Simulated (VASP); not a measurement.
## A VASP study of CdF2 (r2SCAN): structure first, properties next

Aim: relax CdF2, then compute properties on the relaxed cell. The steps: full relaxation (r2SCAN), density, ELF and potential (r2SCAN), bands along the symmetry lines (r2SCAN), total and projected DOS (r2SCAN), zone-centre phonons (r2SCAN) and dielectric tensor and Born charges (r2SCAN). The start is a cell from a database of measured crystal structures.

Main program and level: VASP 6.6.1; r2SCAN; plane waves and PAW (Cd, F).

### 1. The starting structure

Before any relaxation, the start is as follows. Symmetry: Fm-3m, No. 225, cubic system. The conventional cell has a = 5.388 Å, b = 5.388 Å, c = 5.388 Å, α = 90.00°, β = 90.00°, γ = 90.00°. Nearest to Cd lie 8 F at 2.33 Å. Nearest to F lie 4 Cd at 2.33 Å. Farther neighbours and most contacts between anions are not listed.

As a file:

```xyz
3
Lattice="0.0000 2.6940 2.6940 2.6940 0.0000 2.6940 2.6940 2.6940 0.0000" Properties=species:S:1:pos:R:3 pbc="T T T"
Cd    0.0000    0.0000    0.0000
F     1.3470    1.3470    1.3470
F     4.0410    4.0410    4.0410
```

### 2. Full relaxation (r2SCAN)

The start need not lie at this functional's minimum. ISIF = 3 frees volume, shape and positions, and EDIFFG sets the threshold on forces and stress at which the search stops. r2SCAN adds the kinetic-energy density, costs more than a GGA and is run with LASPH.

INCAR reads:

```
SYSTEM = CdF2
PREC = Accurate
ENCUT = 520
EDIFF = 1E-06
NELM = 100
ISMEAR = 0
SIGMA = 0.05
LREAL = .FALSE.
ALGO = Normal
METAGGA = R2SCAN
LASPH = .TRUE.
NBANDS = 19
LORBIT = 11
LWAVE = .FALSE.
LCHARG = .FALSE.
KPAR = 2
IBRION = 2
NSW = 60
ISIF = 3
EDIFFG = -0.01
```

POSCAR reads:

```
CdF2
1.0
    0.0000000000      2.6940000000      2.6940000000
    2.6940000000      0.0000000000      2.6940000000
    2.6940000000      2.6940000000      0.0000000000
Cd F
1 2
Direct
    0.0000000000      0.0000000000      0.0000000000
    0.2500000000      0.2500000000      0.2500000000
    0.7500000000      0.7500000000      0.7500000000
```

KPOINTS reads:

```
Automatic mesh
0
Gamma
7 7 7
0 0 0
```

PAW data sets: Cd and F (PBE family, release 64).

Run with:

```console
> mpirun -np 2 vasp_std
```

Log:

```text
[banner, memory and clock lines left out]
running    2 mpi-ranks, on    1 nodes
 distrk:  each k-point on    1 cores,    2 groups
 distr:  one band on    1 cores,    1 groups

 POSCAR found type information on POSCAR CdF
 POSCAR found :  2 types and       3 ions
|                                                                             |
|               ----> ADVICE to this user running VASP <----                  |
|                                                                             |
|     You enforced a specific xc type in the INCAR file but a different       |
|     [... a line on the potential file left out ...]
|     I HOPE YOU KNOW WHAT YOU ARE DOING!                                     |
|                                                                             |

 LDA part: xc-table for (None), standard interpolation
 POSCAR, INCAR and KPOINTS ok, starting setup
 FFT: planning ... GRIDC
 FFT: planning ... GRID_SOFT
 FFT: planning ... GRID
 WAVECAR not read
 entering main loop
       N       E                     dE             d eps       ncg     rms          rms(c)
DAV:   1     0.165023807295E+03    0.16502E+03   -0.16050E+04   800   0.142E+03
DAV:   2    -0.347543332064E+02   -0.19978E+03   -0.19352E+03   812   0.356E+02
DAV:   3    -0.431040756027E+02   -0.83497E+01   -0.83242E+01   838   0.803E+01
DAV:   4    -0.431400280477E+02   -0.35952E-01   -0.35950E-01   820   0.535E+00
DAV:   5    -0.431401502991E+02   -0.12225E-03   -0.12225E-03   826   0.293E-01    0.867E+00
DAV:   6    -0.336749797803E+02    0.94652E+01   -0.41984E+00   790   0.443E+01    0.942E+00
DAV:   7    -0.336937691705E+02   -0.18789E-01   -0.14461E+00   790   0.109E+01    0.504E+00
DAV:   8    -0.337249945766E+02   -0.31225E-01   -0.17626E-01   852   0.600E+00    0.173E+00
DAV:   9    -0.337182400716E+02    0.67545E-02   -0.66828E-02   778   0.267E+00    0.249E-01
DAV:  10    -0.337194030714E+02   -0.11630E-02   -0.75859E-03   802   0.840E-01    0.288E-01
DAV:  11    -0.337193615095E+02    0.41562E-04   -0.25714E-03   775   0.484E-01    0.136E-01
DAV:  12    -0.337193012201E+02    0.60289E-04   -0.13983E-04   787   0.206E-01    0.364E-02
DAV:  13    -0.337192890172E+02    0.12203E-04   -0.24184E-05   805   0.547E-02    0.192E-02
DAV:  14    -0.337192848643E+02    0.41529E-05   -0.45932E-05   772   0.646E-02    0.163E-02
DAV:  15    -0.337192835614E+02    0.13028E-05   -0.16018E-06   590   0.122E-02    0.702E-03
DAV:  16    -0.337192832344E+02    0.32702E-06   -0.10882E-06   449   0.975E-03
   1 F= -.33719283E+02 E0= -.33719283E+02  d E =-.337193E+02
 curvature:   0.00 expect dE= 0.000E+00 dE for cont linesearch  0.000E+00
 trial: gam= 0.00000 g(F)=  0.265E-45 g(S)=  0.293E-02 ort = 0.000E+00 (trialstep = 0.100E+01)
 search vector abs. value=  0.293E-02
 bond charge predicted
       N       E                     dE             d eps       ncg     rms          rms(c)
DAV:   1    -0.337580932777E+02   -0.38810E-01   -0.77397E-01   799   0.102E+01    0.152E+00
DAV:   2    -0.337231485751E+02    0.34945E-01   -0.10851E-01   784   0.312E+00    0.371E-01
DAV:   3    -0.337206066972E+02    0.25419E-02   -0.49025E-03   778   0.125E+00    0.351E-01
DAV:   4    -0.337202355951E+02    0.37110E-03   -0.73195E-04   847   0.402E-01    0.237E-01
DAV:   5    -0.337201735909E+02    0.62004E-04   -0.20785E-04   766   0.167E-01    0.346E-02
DAV:   6    -0.337201690382E+02    0.45527E-05   -0.12101E-05   806   0.687E-02    0.116E-02
DAV:   7    -0.337201698442E+02   -0.80599E-06   -0.59139E-06   767   0.404E-02
   2 F= -.33720170E+02 E0= -.33720170E+02  d E =-.886610E-03
 trial-energy change:   -0.000887  1 .order   -0.000881   -0.002928    0.001167
 step:   0.7168(harm=  0.7151)  dis= 0.00000  next Energy=   -33.720335 (dE=-0.105E-02)
 bond charge predicted
       N       E                     dE             d eps       ncg     rms          rms(c)
DAV:   1    -0.337233792488E+02   -0.32102E-02   -0.61821E-02   802   0.286E+00    0.427E-01
DAV:   2    -0.337205634500E+02    0.28158E-02   -0.87129E-03   790   0.884E-01    0.103E-01
DAV:   3    -0.337203613302E+02    0.20212E-03   -0.39545E-04   781   0.365E-01    0.957E-02
DAV:   4    -0.337203329888E+02    0.28341E-04   -0.60606E-05   852   0.114E-01    0.654E-02
DAV:   5    -0.337203296522E+02    0.33366E-05   -0.17503E-05   769   0.495E-02    0.105E-02
DAV:   6    -0.337203289037E+02    0.74849E-06   -0.10524E-06   397   0.213E-02
   3 F= -.33720329E+02 E0= -.33720329E+02  d E =-.104567E-02
 curvature:  -0.36 expect dE=-0.203E-08 dE for cont linesearch -0.203E-08
 trial: gam= 0.00000 g(F)=  0.202E-46 g(S)=  0.569E-08 ort =-0.408E-05 (trialstep = 0.943E+00)
 search vector abs. value=  0.579E-08
 reached required accuracy - stopping structural energy minimisation
```

Elapsed: 53 s, on 2 MPI ranks of AMD EPYC 9R45, shared host; peak memory 0.3 GiB; 1.7 min of CPU time.

Lines that name or quote the potential files are left out of all logs, and their timing lines are given in words.

OUTCAR, selected parts (step 2):

```text
ion  position               nearest neighbor table
   1  0.000  0.000  0.000-   3 2.33   3 2.33   3 2.33   2 2.33   3 2.33   2 2.33   2 2.33   2 2.33

  LATTYP: Found a face centered cubic cell.
 ALAT       =     5.3880000000

 Subroutine GETGRP returns: Found 48 space group operations
 (whereof 48 operations were pure point group operations)

The static configuration has the point symmetry O_h .

 Found     20 irreducible k-points:

   k-points           NKPTS =     20   k-points in BZ     NKDIM =     20   number of bands    NBANDS=     19

   dimension x,y,z NGX =    28 NGY =   28 NGZ =   28
   dimension x,y,z NGXF=    56 NGYF=   56 NGZF=   56

   ENCUT  =  520.0 eV  38.22 Ry    6.18 a.u.   7.08  7.08  7.08*2*pi/ulx,y,z

   NELECT =      26.0000    total number of electrons

 k-points in reciprocal lattice and weights: Automatic mesh
   0.00000000  0.00000000  0.00000000       0.003
   0.14285714  0.00000000  0.00000000       0.023
   0.28571429  0.00000000  0.00000000       0.023
   0.42857143  0.00000000  0.00000000       0.023
   0.14285714  0.14285714  0.00000000       0.017
   0.28571429  0.14285714  0.00000000       0.070
   0.42857143  0.14285714  0.00000000       0.070
  -0.42857143  0.14285714  0.00000000       0.070
  -0.28571429  0.14285714  0.00000000       0.070
[...]
-0.42857143  0.42857143  0.14285714       0.070
  -0.28571429  0.42857143  0.14285714       0.070

 average (electrostatic) potential at core
       1 -44.7003       2 -82.3645       3 -82.3645

 E-fermi :  -1.7192

 k-point     1 :       0.0000    0.0000    0.0000
  band No.  band energies     occupation
    ...
      9      -2.8983      2.00000
     10      -2.8983      2.00000
     11      -2.4456      2.00000
     12      -2.4456      2.00000
     13      -2.4456      2.00000
     14       1.7883      0.00000
     15      11.6354      0.00000
     16      11.6354      0.00000
     17      11.6354      0.00000
     18      15.9096      0.00000
    ...

 k-point     2 :       0.1429    0.0000    0.0000
  band No.  band energies     occupation
    ...
      9      -3.0349      2.00000
     10      -3.0348      2.00000
     11      -2.5859      2.00000
     12      -2.4272      2.00000
     13      -2.4272      2.00000
     14       2.5011      0.00000
     15      10.6266      0.00000
     16      11.9466      0.00000
     17      11.9467      0.00000
     18      17.2969      0.00000
    ...

 k-point     3 :       0.2857    0.0000    0.0000
  band No.  band energies     occupation
    ...
      9      -3.3775      2.00000
     10      -3.3775      2.00000
     11      -3.2303      2.00000
     12      -2.3810      2.00000
     13      -2.3810      2.00000
     14       4.0692      0.00000
     15       9.1978      0.00000
     16      12.7223      0.00000
     17      12.7223      0.00000
     18      17.5481      0.00000
    ...

  Total       -0.0003435     -0.0003435     -0.0003435     -0.0000000     -0.0000000      0.0000000
  in kB       -0.0139537     -0.0139537     -0.0139537     -0.0000000     -0.0000000      0.0000000
  external PRESSURE =      -0.0139537 kB  Pullay stress =       0.0000000 kB

  energy-cutoff  :      520.00
  volume of cell :       39.44
      direct lattice vectors                 reciprocal lattice vectors
    -0.000000000  2.701650672  2.701650672    -0.185072040  0.185072040  0.185072040
     2.701650672 -0.000000000  2.701650672     0.185072040 -0.185072040  0.185072040
     2.701650672  2.701650672 -0.000000000     0.185072040  0.185072040 -0.185072040

 POSITION                                       TOTAL-FORCE (eV/Angst)
 -----------------------------------------------------------------------------------
      0.00000      0.00000      0.00000        -0.000000     -0.000000      0.000000
      1.35083      1.35083      1.35083        -0.000000     -0.000000     -0.000000
      4.05248      4.05248      4.05248         0.000000      0.000000      0.000000
 -----------------------------------------------------------------------------------
    total drift:                                0.000000      0.000000      0.000000

  FREE ENERGIE OF THE ION-ELECTRON SYSTEM (eV)
  ---------------------------------------------------
  free  energy   TOTEN  =       -33.7203289037 eV

  energy  without entropy=      -33.7203289037  energy(sigma->0) =      -33.72032890

 reached required accuracy - stopping structural energy minimisation

 total charge
# of ion       s       p       d       tot
------------------------------------------
    1        0.206   0.179   9.704  10.089
    2        1.743   4.371   0.000   6.114
    3        1.743   4.371   0.000   6.114
--------------------------------------------------
tot          3.692   8.922   9.704  22.317

[... 3 further parts left out ...]
```

The gap is read on the k-mesh alone, so it is an upper bound where the band edges lie off the mesh. The PAW data sets were made with PBE, which is usual practice but a small mismatch for other functionals. The run keeps the 48 symmetry operations of its start, so it cannot find a distortion of lower symmetry.

Step by step:

```
step  energy less that of the first step (eV)  largest force (eV/Å)  pressure (GPa)  volume (Å³)
   1                                   0.0000                0.0000            1.01        39.10
   2                                  -0.0009                0.0000           -0.40        39.57
   3                                  -0.0010                0.0000            0.00        39.44
```

```
conventional cell, symmetrised  before  after  change
                         a (Å)   5.388  5.403  +0.3 %
                         b (Å)   5.388  5.403  +0.3 %
                         c (Å)   5.388  5.403  +0.3 %
              volume (Å³/atom)   13.03  13.15  +0.9 %
```

The relaxed structure:

```xyz
3
Lattice="0.0000 2.7017 2.7017 2.7017 0.0000 2.7017 2.7017 2.7017 0.0000" Properties=species:S:1:pos:R:3 pbc="T T T"
Cd    0.0000    0.0000    0.0000
F     1.3508    1.3508    1.3508
F     4.0525    4.0525    4.0525
```

This step gave:

| Quantity | Value |
| --- | --- |
| electrons | 26 |
| bands | 19 |
| irreducible k-points | 20 |
| symmetry operations | 48 |
| free energy (TOTEN) | -33.72 eV |
| Fermi energy | -1.719 eV |
| pressure | -0.001395 GPa |
| metallic | no |
| valence top at k | -0.2857, 0.4286, 0.1429 |
| conduction bottom at k | 0, 0, 0 |
| least direct gap at k | 0, 0, 0 |
| SCF cycles over all ionic steps | 29 |
| gap on the k-mesh | 3.779 eV |
| least direct gap on the k-mesh | 4.234 eV |

It ends with forces that vanish by symmetry and a pressure of 0.00 GPa. The volume lies +0.9 % from that of the database's start.

[end of part 1 of 4]

[Lines on the potential files, build, host, timing and source positions are cut from VASP's logs without a mark.]

[Logs are printed without paths, hosts, clocks, repeated set-up lines and the standing remarks that a program may print on its own settings, such as how far it seeks lower states.]

[Hosts, paths, dates, database ids (printed as entryN), source tags and the programs' standing remarks are cut or masked in the printed files.]

[A measured line is paired with the nearest computed mode of its activity, which favours agreement.]
